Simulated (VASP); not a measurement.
Here is the system:

```
InAs
1.0
    0.00000     3.01576     3.01576
    3.01576     0.00000     3.01576
    3.01576     3.01576     0.00000
In As
1 1
Cartesian
  4.52364   4.52364   4.52364
  0.00000   0.00000   0.00000
```

The numbers are results of LDA (Ceperley-Alder, Perdew-Zunger), VASP's LDA PAW potentials (set 64) (plane waves; VASP), not measurements. Run with 400 eV cut-off, Gaussian smearing of 0.050 eV, potentials In_d As.

Give the energies of bands 7 to 12 at the high-symmetry points, in eV from the Fermi level.

```json
[
 {"band": "7", "Γ": "-0.35", "X": "-5.95", "U": "-5.81", "L": "-5.88", "W": "-5.81"},
 {"band": "8", "Γ": "0.00", "X": "-2.37", "U": "-3.35", "L": "-1.01", "W": "-3.02"},
 {"band": "9", "Γ": "0.00", "X": "-2.37", "U": "-1.99", "L": "-1.01", "W": "-2.94"},
 {"band": "10", "Γ": "0.00", "X": "1.41", "U": "1.99", "L": "0.82", "W": "4.16"},
 {"band": "11", "Γ": "3.83", "X": "1.96", "U": "4.20", "L": "4.61", "W": "4.21"},
 {"band": "12", "Γ": "3.83", "X": "9.05", "U": "7.20", "L": "4.61", "W": "4.89"}
]
```

It has no gap at this level: it comes out as a metal or semimetal.

The structure comes from a computed database's InAs entry (F-43m); how it stands against other phases isn't given here. It was relaxed first.
